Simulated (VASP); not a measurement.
Here is the system:

```yaml
crystal:
  lattice:
    - [4.02888, 0.00000, 0.00000]
    - [0.00000, 4.02888, 0.00000]
    - [0.00000, 0.00000, 4.02888]
  atoms:
    - { symbol: K, position: [0.00000, 0.00000, 0.00000] }
    - { symbol: Ta, position: [0.50000, 0.50000, 0.50000] }
    - { symbol: O, position: [0.50000, 0.00000, 0.50000] }
    - { symbol: O, position: [0.00000, 0.50000, 0.50000] }
    - { symbol: O, position: [0.50000, 0.50000, 0.00000] }
```

Method: PBE GGA, VASP's PBE PAW potentials (set 64) (plane waves; VASP 6.6.1). Run with 520 eV cut-off, 7×7×7 Γ-centred mesh, Gaussian smearing of 0.010 eV, potentials K_sv Ta_pv O.

The job: KTaO3 (cubic perovskite), 5 atoms, PBE, optics run with many empty bands, 520 eV, 7×7×7 Γ-centred mesh. Roughly how much core time does it take on a busy server core?

About 50 core-seconds (one run on a shared machine, a rough figure). It had 20 irreducible k-points, 69 bands, up to 1791 plane waves and 16 electronic steps.

The compound is KTaO3 in the cubic perovskite structure. It was relaxed first.
